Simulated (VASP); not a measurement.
C:

```
C
1.0
     2.46729    0.00000    0.00000
    -1.23365    2.13674    0.00000
     0.00000    0.00000    7.80307
C
4
Direct
  0.00000 0.00000 0.25000
  0.00000 0.00000 0.75000
  0.33333 0.66667 0.25000
  0.66667 0.33333 0.75000
```

```yaml
Program: VASP 6.6.1
Task: relaxation of cell and atoms
Functional: LDA
Potentials_or_basis: VASP PAW LDA potentials, release 64 (C)
Cutoff: 520 eV
k_mesh: 15 × 15 × 4
Occupations: gaussian, width 0.02 eV
Spin: no spin polarisation
```

At the start: pressure -6.2 GPa; volume 10.28 Å³/atom.

Where does the relaxation end?

Over 14 steps the energy falls by 17.4 meV/atom and the volume is 8.51 Å³/atom (-17.2 %); space group P6_3/mmc (No. 194, to 0.05 Å).

The path:
| step | energy change (eV) | largest force (eV/Å) | pressure (GPa) | volume (Å³) |
| --- | --- | --- | --- | --- |
| 1 | 0.0000 | 0.0000 | -6.17 | 41.14 |
| 2 | 0.0820 | 0.0000 | 14.51 | 38.82 |
| 3 | -0.0182 | 0.0000 | -0.53 | 40.43 |
| 4 | -0.0182 | 0.0000 | -0.42 | 40.42 |
| 5 | -0.0197 | 0.0000 | -0.42 | 40.26 |
| 6 | -0.0241 | 0.0000 | -0.42 | 39.79 |
| 7 | -0.0334 | 0.0000 | -0.41 | 38.84 |
| 8 | -0.0524 | 0.0000 | -0.35 | 36.94 |
| 9 | -0.0664 | 0.0000 | 0.50 | 33.15 |
| 10 | -0.0685 | 0.0000 | -0.03 | 34.68 |
| 11 | -0.0695 | 0.0000 | 0.11 | 34.17 |
| 12 | -0.0695 | 0.0000 | 0.14 | 34.05 |
| 13 | -0.0654 | 0.0000 | -3.27 | 34.31 |
| 14 | -0.0695 | 0.0000 | 0.02 | 34.06 |

Final structure:
```yaml
crystal:
  lattice:
    - [2.44675, 0.00000, 0.00000]
    - [-1.22338, 2.11895, 0.00000]
    - [0.00000, 0.00000, 6.56889]
  atoms:
    - { symbol: C, position: [0.00000, 0.00000, 0.25000] }
    - { symbol: C, position: [0.00000, 0.00000, 0.75000] }
    - { symbol: C, position: [0.33333, 0.66667, 0.25000] }
    - { symbol: C, position: [0.66667, 0.33333, 0.75000] }
```

Caveat: the volume moved by over 15 % at a fixed basis, so the end points are rough.
